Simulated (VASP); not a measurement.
Crystal: CaHfI2.

```
CELL_PARAMETERS angstrom
6.01356 0.00000 0.00000
0.00000 6.01356 0.00000
0.00000 0.00000 3.05043
ATOMIC_POSITIONS crystal
Ca 0.50000 0.50000 0.50000
Hf 0.00000 0.00000 0.00000
I 0.50000 0.00000 0.00000
I 0.00000 0.50000 0.00000
```

The cell was built by a generator and needn't be a form met in nature.

- Program: VASP 6.6.1
- Task: relaxation of cell and atoms
- Functional: PBE
- Potentials or basis: VASP PAW PBE potentials, release 64 (Ca_sv, Hf_pv, I)
- Cutoff: 600 eV
- k mesh: 4 × 4 × 6
- Occupations: gaussian, width 0.1 eV
- Spin: no spin polarisation

At the start: pressure 7.0 GPa; volume 27.58 Å³/atom.

Question: Where does the relaxation end?

Answer: Over 5 steps the energy falls by 442.1 meV/atom and the volume is 30.11 Å³/atom (+9.2 %); space group P4/mmm (No. 123, to 0.05 Å).

The path:
```tsv
step	energy change (eV)	largest force (eV/Å)	pressure (GPa)	volume (Å³)
1	0.0000	0.0000	6.97	110.31
2	-1.7115	0.0000	-2.18	127.99
3	-1.7266	0.0000	-1.81	125.83
4	-1.7681	0.0000	0.12	119.97
5	-1.7685	0.0000	-0.05	120.44
```

Final structure:
```
CELL_PARAMETERS angstrom
5.73059 0.00000 0.00000
0.00000 5.73059 0.00000
0.00000 0.00000 3.66745
ATOMIC_POSITIONS crystal
Ca 0.50000 0.50000 0.50000
Hf 0.00000 0.00000 0.00000
I 0.50000 0.00000 0.00000
I 0.00000 0.50000 0.00000
```
